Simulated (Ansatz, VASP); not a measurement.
## CrSeS (2H-CrSSe monolayer): VASP beside Ansatz

Wanted: the spread between two codes on one cell, functional and k mesh. The structure shown is the start of the Ansatz relaxation below; VASP solves that cell, so the two are compared at the walk's first step.

Calculated with Ansatz 0.2.0; plane waves, with VASP 6.6.1 beside it; single point at PBE with D3(BJ).

### 1. The structure

The cell holds 3 atoms: 1 Se, 1 Cr and 1 S. Its edges and angles: a = 3.125 Å, b = 3.125 Å, c = 37.248 Å, α = 90.0°, β = 90.0°, γ = 120.0°. Vacuum lies along c.

### 2. Ansatz: relaxation, PBE with D3(BJ)

Ansatz runs on its default PAW (the set named soft_2) files.

The two programs are compared at the cell with which this relaxation starts, whose forces are those of its first step.

Input file input.yaml:

```yaml
crystal:
  lattice:
    - [3.125, 0.0, 0.0]
    - [-1.5625, 2.7063293868, 0.0]
    - [0.0, 0.0, 37.2484613474]
  atoms:
    - { symbol: Se, position: [0.3333333333, 0.6666666667, 0.4577370281] }
    - { symbol: Cr, position: [0.0, 0.0, 0.5030645829] }
    - { symbol: S, position: [0.3333333333, 0.6666666667, 0.5422629719] }
  periodic: [true, true, false]
kpoints:
  mp_grid: { grid: [12, 12, 1] }
hamiltonian:
  xc: pbe
  dispersion: d3bj
scf:
  occupations: { method: fermi_dirac, width: 0.05 }
  convergence: { dr2_threshold: 1.0e-09 }
relax:
  f_tol: 0.004
  max_steps: 90
  cell: {}
output:
  write_potential: true
  write_density: true
  volumetric_format: npy
```

Command:

```bash
ansatz run input.yaml --threads 2 --pin off --max-ram 3072MiB --backend cpu --events-out ev --progress --plain --runs-dir out
```

Numbers of over 12 decimals in the logs are rounded to 6 here.

Log:

```text
Warning: relax.cell: scf.convergence.dr2_threshold = 1e-9 eV is looser than the 1.73528729265e-10 eV advised for a relaxation that steers and ends on the stress (1e-10 eV for each atom of the cell: 3, times the square of relax.cell.stress_2d_tol = 0.05 N/m over 13.1 Å (the atoms' height at the walk's start and 5 Å past either face), 3.803e-2 GPa, over a crystal's default 0.05). What an SCF threshold leaves in a stress goes as its square root, and in the free energy as the threshold itself, and one threshold admits the most on a small cell: [figures from the program's tests cut] Set scf.convergence.dr2_threshold to 1.73528729265e-10 eV or tighter. [rest of the remark cut]
Engine: ansatz 0.2.0, x86_64-unknown-linux-gnu
Pseudopotentials: kind: paw
Pseudopotential: Se, paw, valence charge 16, recommended cutoff 420 eV (normal), Se.paw.azcp
Pseudopotential: Cr, paw, valence charge 14, recommended cutoff 420 eV (normal), Cr.paw.azcp
Pseudopotential: S, paw, valence charge 6, recommended cutoff 420 eV (normal), S.paw.azcp
Functional definition: PBE
  parameter kappa = 0.804
  parameter beta = 0.066725
  exchange = pbe_x(kappa = kappa, mu = beta*pi^2/3)
  correlation = pbe_c(beta = beta)
Crystal: 3 atoms, lattice volume = 315.021 Å³
Basis set: ecut = 420 eV, 6113 PW (Γ), exchange–correlation on 48×48×500 points (8 copies of the dense FFT grid, shifted against one another)
Bands: 22, of which v1, the nominal top of the filled ones, is band 18 counted from 1 (17 counted from 0)
Symmetry: 6 space group operations
Space group: P3m1 (ITA 156), of the structure as read, at distance tolerance 6.8e-5 Å
k-points: 19 of 144 (time reversal used)
Non-local potential: Se, projectors of the file, l = 0: 2, l = 1: 2, l = 2: 3, l = 3: 1
Non-local potential: Cr, projectors of the file, l = 0: 3, l = 1: 2, l = 2: 3, l = 3: 1
Non-local potential: S, projectors of the file, l = 0: 2, l = 1: 2, l = 2: 2
PAW form: soft (Blöchl's): semilocal exchange-correlation on the pseudo side does not see the compensation charge
PAW one-centre angular grid: Se, 590 points (default); XC on 64 Gauss nodes
PAW one-centre angular grid: Cr, 590 points (default); XC on 64 Gauss nodes
PAW one-centre angular grid: S, 110 points (default); XC on 64 Gauss nodes
Initial density: superposition of atomic densities (neutral atoms: chi_scale 0, normalization atom), corrected by the library's trained network
Initial wavefunctions: pseudopotential atomic-orbital guess
Functional: x = pbe(κ = 0.804, μ = 0.219515), c = pbe(β = 0.066725)
SCF iter   1: F=—  HF=-9751.406483 eV  |F-HF|=—  |Δ(HF+E_count)|=         —  Δρ=3.37e-3  dr2=2.01e-1  ethr=1.77e-3  ⟨swp⟩=13.6  Hψ=3209  notcnv=0
preconditioner: auto → Resta (q_TF=auto, 1.901 Å⁻¹)  ε∞=2.7  [insulator: Δε(μ)=0.917 eV  Ē_g=6.882 eV  σ=0.050 eV  W_gap=1.00  n_scr=22 (ndim 8)  ℏωp=8.9 eV  f_vac=0.808  D(μ)=0.00/eV (n_scr^D=0)  ε∞_Penn≈2.7  vacuum switching on, ρ_ref=3.4e-3 e/Å³]
SCF iter   2: F=—  HF=-9751.466290 eV  |F-HF|=—  |Δ(HF+E_count)|=   5.98e-2  Δρ=9.34e-3  dr2=1.07e0  ethr=5.59e-4  ⟨swp⟩=3.9  Hψ=892  notcnv=0  recentre
SCF iter   3: F=—  HF=-9751.395983 eV  |F-HF|=—  |Δ(HF+E_count)|=   7.03e-2  Δρ=2.36e-3  dr2=2.66e-2  ethr=5.59e-4  ⟨swp⟩=2.8  Hψ=687  notcnv=0
SCF iter   4: F=—  HF=-9751.394962 eV  |F-HF|=—  |Δ(HF+E_count)|=   1.02e-3  Δρ=9.96e-4  dr2=1.32e-3  ethr=7.39e-5  ⟨swp⟩=2.3  Hψ=780  notcnv=0
SCF iter   5: F=—  HF=-9751.396529 eV  |F-HF|=—  |Δ(HF+E_count)|=   1.57e-3  Δρ=3.34e-4  dr2=4.35e-4  ethr=3.67e-6  ⟨swp⟩=3.5  Hψ=867  notcnv=0
SCF iter   6: F=—  HF=-9751.396746 eV  |F-HF|=—  |Δ(HF+E_count)|=   2.17e-4  Δρ=1.01e-4  dr2=3.97e-5  ethr=1.21e-6  ⟨swp⟩=2.5  Hψ=553  notcnv=0
SCF iter   7: F=—  HF=-9751.396808 eV  |F-HF|=—  |Δ(HF+E_count)|=   6.13e-5  Δρ=2.12e-5  dr2=1.29e-6  ethr=1.10e-7  ⟨swp⟩=3.2  Hψ=816  notcnv=0
SCF iter   8: F=—  HF=-9751.396711 eV  |F-HF|=—  |Δ(HF+E_count)|=   9.67e-5  Δρ=2.56e-5  dr2=2.85e-6  ethr=3.59e-9  ⟨swp⟩=3.0  Hψ=920  notcnv=0
SCF iter   9: F=—  HF=-9751.396711 eV  |F-HF|=—  |Δ(HF+E_count)|=   3.57e-7  Δρ=5.48e-6  dr2=1.59e-7  ethr=3.59e-9  ⟨swp⟩=2.4  Hψ=769  notcnv=0
SCF iter  10: F=—  HF=-9751.396711 eV  |F-HF|=—  |Δ(HF+E_count)|=   4.63e-8  Δρ=2.50e-6  dr2=2.42e-8  ethr=4.40e-10  ⟨swp⟩=3.1  Hψ=871  notcnv=0
[...]
preconditioner: auto → Resta (q_TF=auto, 1.907 Å⁻¹)  ε∞=2.6  [insulator: Δε(μ)=0.907 eV  Ē_g=7.147 eV  σ=0.050 eV  W_gap=1.00  n_scr=22 (ndim 8)  ℏωp=9.0 eV  f_vac=0.812  D(μ)=0.00/eV (n_scr^D=0)  ε∞_Penn≈2.6  vacuum switching on, ρ_ref=3.7e-3 e/Å³]
[...]
SCF iter   5: F=—  HF=-9751.463969 eV  |F-HF|=—  |Δ(HF+E_count)|=   1.33e-7  Δρ=5.43e-6  dr2=1.24e-7  ethr=4.68e-9  ⟨swp⟩=1.8  Hψ=517  notcnv=0
SCF iter   6: F=—  HF=-9751.463969 eV  |F-HF|=—  |Δ(HF+E_count)|=   1.13e-8  Δρ=1.19e-6  dr2=1.01e-8  ethr=3.44e-10  ⟨swp⟩=2.7  Hψ=675  notcnv=0
SCF iter   7: F=-9751.463969 eV  HF=-9751.463969 eV  |F-HF|=0.00e0  |Δ(HF+E_count)|=  4.75e-10  Δρ=2.68e-7  dr2=6.18e-10  ethr=2.78e-12  ⟨swp⟩=10.7  Hψ=3420  notcnv=0
SCF 5 converged in 7 iterations: F = -9751.463969 eV  dr2 = 6.18e-10
relax step   5: F+E_penalty+E_count = -9751.46396877 eV  Δ(F+E_penalty+E_count) = -7.533e-6 eV  max|allowed force component| = 6.739e-4 eV/Å  Δτ_max = 0.0005 Å  P = -0.001 N/m  Ω = 308.652 Å³  energy of the carried Pulay correction = +1.532e-4 eV  fix = [c, alpha, beta]  reactions: c -0.000 N/m  (7 SCF iters, accepted)
Initial wavefunctions: pseudopotential atomic-orbital guess (no wavefunctions were taken with the density)
iter 1 solved again at ethr=2.36e-7 eV; its pass at ethr=3.10e-3 eV (dr2=8.50e-5 eV) is discarded
SCF iter   1: F=—  HF=-9751.463841 eV  |F-HF|=—  |Δ(HF+E_count)|=         —  Δρ=5.79e-6  dr2=1.88e-8  ethr=2.36e-7  ⟨swp⟩=5.5  Hψ=5019  notcnv=0
eigensolver tolerance schedule: the retry pair's looser diagonalisation over-reported the residual by 4509.06 of it (diagonalisation noise at 0.52 of the residual, at the tolerance the schedule requests for it); recorded, not acted on — ethr = c·dr2/N_el stays at c = 1.0e-1
preconditioner: auto → Resta (q_TF=auto, 1.907 Å⁻¹)  ε∞=2.6  [insulator: Δε(μ)=0.907 eV  Ē_g=7.147 eV  σ=0.050 eV  W_gap=1.00  n_scr=22 (ndim 8)  ℏωp=9.0 eV  f_vac=0.811  D(μ)=0.00/eV (n_scr^D=0)  ε∞_Penn≈2.6  vacuum switching on, ρ_ref=3.7e-3 e/Å³]
SCF iter   2: F=—  HF=-9751.463812 eV  |F-HF|=—  |Δ(HF+E_count)|=   2.90e-5  Δρ=3.54e-6  dr2=1.10e-8  ethr=5.23e-11  ⟨swp⟩=5.1  Hψ=1410  notcnv=0
SCF iter   3: F=—  HF=-9751.463812 eV  |F-HF|=—  |Δ(HF+E_count)|=   1.47e-8  Δρ=2.93e-6  dr2=3.31e-8  ethr=3.07e-11  ⟨swp⟩=3.2  Hψ=730  notcnv=0  recentre
SCF iter   4: F=—  HF=-9751.463812 eV  |F-HF|=—  |Δ(HF+E_count)|=  6.73e-11  Δρ=2.58e-6  dr2=2.72e-8  ethr=3.07e-11  ⟨swp⟩=2.5  Hψ=680  notcnv=0
SCF iter   5: F=—  HF=-9751.463812 eV  |F-HF|=—  |Δ(HF+E_count)|=  9.04e-10  Δρ=3.19e-7  dr2=1.02e-9  ethr=3.07e-11  ⟨swp⟩=2.8  Hψ=523  notcnv=0
SCF iter   6: F=-9751.463812 eV  HF=-9751.463812 eV  |F-HF|=1.33e-10  |Δ(HF+E_count)|=  7.46e-11  Δρ=2.09e-7  dr2=6.83e-11  ethr=2.78e-12  ⟨swp⟩=13.9  Hψ=3295  notcnv=0
SCF 6 converged in 6 iterations: F = -9751.463812 eV  dr2 = 6.83e-11
relax step   6: F+E_penalty+E_count = -9751.46381157 eV  Δ(F+E_penalty+E_count) = +1.572e-4 eV  max|allowed force component| = 6.599e-4 eV/Å  Δτ_max = 0.0000 Å  P = +0.000 N/m  Ω = 308.652 Å³  fix = [c, alpha, beta]  reactions: c +0.000 N/m  stress off target by 3.43e-4 N/m on what of the cell is left free  SCF on the basis re-selected at this cell (its energy is not comparable with the rows above)  (6 SCF iters)
basis re-selected at this cell: Δ(F+E_penalty+E_count) = +1.572e-4 eV, ΔP = +0.001 N/m vs the last step (what re-selecting the basis moved, of the pressure what is left beyond the Pulay correction that the steps carried, after the strain that the cell walked since its last selection, with what the two solves' SCF thresholds leave and, on support functions, any second-order correction that the steps lacked; it is no m [...]
WARN: The output density's exchange-correlation potential varies sharply where the density is thin. Do not read a vacuum level from v_tot or v_xc, or from such a field of the output density. On a cell that repeats whose density bears no net charge and no dipole along the vacuum's axis use v_es (v_loc + v_h of the components); under efield.dipole_correction with no amplitude use v_es + v_field, which holds any externa [...]
SCF converged after 6 iterations
Free energy (F): -9751.463812 eV
Harris-Foulkes:  -9751.463812 eV  (|F-HF|=1.33e-10)
Internal energy: -9751.463803 eV  (E = F + TS)
E sigma→0 (E₀):  -9751.463808 eV
Entropy (-TS):   -0.000008 eV (-0.003 meV/atom)
Fermi energy:    -5.063116 eV
--- Per-component energies (eV) ---
  E_band       = -1165.151892
  E_kinetic    = 571.005995
  E_local      = -115792.500474  (includes V_loc(G=0)·N_el)
  E_nonlocal   = -488.253713
  E_hartree    = 57467.794460
  E_xc         = -342.190909
  E_vxc        = -365.430962  (∫ρ·V_xc dr)
  E_paw        = -3706.637387  (= ΣΔE_a)
  E_vpaw       = -25.562203  (= ΣTr[D̂ρ^β])
  E_aug_tail   = -0.000209  (compensation charges beyond the density's cutoff)
  E_ewald      = 52540.196299
  E_disp       = -0.877867  (pairwise vdW)
  E_smearing   = -0.000008  (= −TS)
  E_closure    = -0.000000  (closes the sum)
  Σ components = -9751.463812   (vs F -9751.463812, Δ=0.00e0)
--- Forces (eV/Å), atoms counted from 1 ---
  atom   1  Se     0.00000000    -0.00000000     0.00037639
  atom   2  Cr     0.00000000     0.00000000    -0.00066058
  atom   3  S      0.00000000    -0.00000000     0.00028216
  max |Σ_I F_I| component: 2.03e-6 eV/Å
--- 2D stress c σ (N/m, compression-positive) ---
        0.000343      -0.000000      -0.000000
        0.000000       0.000343       0.000000
       -0.000000       0.000000       0.000000
  P = ½ c Tr σ = 0.0003 N/m
--- Band table (eV; the first three rows and the last of 19) ---
  k-point 0: bands = [... 14 lower, -7.4418, -6.4051, -6.4051, -5.5861, -2.7123, -2.7123, -2.2861, -2.2861]
  k-point 1: bands = [... 14 lower, -7.3986, -6.5117, -6.4733, -5.5981, -3.0030, -2.8326, -2.7302, -2.3995]
  k-point 2: bands = [... 14 lower, -7.3342, -6.7121, -6.7107, -5.7178, -3.7164, -3.3903, -3.0610, -2.3956]
  k-point 18: bands = [... 14 lower, -9.0313, -8.9530, -7.2438, -5.5323, -4.6253, -3.6479, -3.4281, -2.0206]
  the weakly bound empty levels are not read free of the cell's end (no_gap_told)
--- Relaxed structure (5 steps of the walk, 5 accepted, 1 SCFs on fresh bases) ---
  F+E_penalty+E_count = -9751.46381157 eV   max|allowed force component| = 6.599e-4 eV/Å   (the final SCF, on the basis selected at the relaxed cell)
  cell:  # Å, volume = 308.6515 Å³
    - [3.093248, -2.3501338127883376e-18, 0]
    - [-1.546624, 2.678831, 0]
    - [0, 0, 37.2484613474]
  atoms:
    - { symbol: Se, position: [0.333333, 0.666667, 0.459294] }
    - { symbol: Cr, position: [0, -3.700743415524894e-17, 0.502688] }
    - { symbol: S, position: [0.333333, 0.666667, 0.541082] }
```

(Part 1 of 2 ends here.)

[Lines on the potential files, build, host, timing and source positions are cut from VASP's logs without a mark.]

[Logs are printed without paths, hosts, clocks, repeated set-up lines and the standing remarks that a program may print on its own settings, such as how far it seeks lower states.]

[Hosts, paths, dates, database ids (printed as entryN), source tags and the programs' standing remarks are cut or masked in the printed files.]
